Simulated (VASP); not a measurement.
Input of a VASP 6.6.1 run:

Contents of INCAR:

```
PREC = Accurate
ENCUT = 520
EDIFF = 1E-6
ISMEAR = -5
SIGMA = 0.05
LREAL = False
LASPH = True
NELM = 60
ALGO = Fast
ISIF = 2
LWAVE = False
LCHARG = False
GGA = RE
LUSE_VDW = True
AGGAC = 0.0
NBANDS = 30
```

KPOINTS

```
regular mesh
0
Gamma
  8 8 3
```

POSCAR

```
SrMg3O4
1.0
    3.3014960000      0.0000000000      0.0000000000
    0.0000000000      3.3014960000      0.0000000000
    0.0000000000      0.0000000000      8.9796080000
Sr Mg O
1 3 4
Direct
    0.0000000000      0.0000000000      0.0000000000
    0.5000000000      0.5000000000      0.2723470000
    0.0000000000      0.0000000000      0.5000000000
    0.5000000000      0.5000000000      0.7276530000
    0.5000000000      0.5000000000      0.5000000000
    0.0000000000      0.0000000000      0.7250160000
    0.5000000000      0.5000000000      0.0000000000
    0.0000000000      0.0000000000      0.2749840000
```

Potentials or basis: VASP PAW PBE potentials, release 64 (Sr_sv, Mg, O).

Run with:

```console
$ cat potpaw_PBE.64/Sr_sv/POTCAR potpaw_PBE.64/Mg/POTCAR potpaw_PBE.64/O/POTCAR > POTCAR
$ mpirun -np 1 vasp_std > vasp.out
```

Task: Predict the pressure.

Result: 2.0 GPa.

Task: What does it give for the band gap on the k mesh?

Result: 2.43 eV, indirect (least direct gap 2.61 eV).

Task: What does it give for the largest force?

Result: 0.099 eV/Å.

Stress tensor (GPa, compression positive):
```
2.15 0.00 0.00
0.00 2.15 0.00
0.00 0.00 1.82
```

Caveat: the PAW data sets were made with another functional, which shifts forces and pressure a little; an odd mesh through Γ misses points on the zone boundary, where band edges often lie.
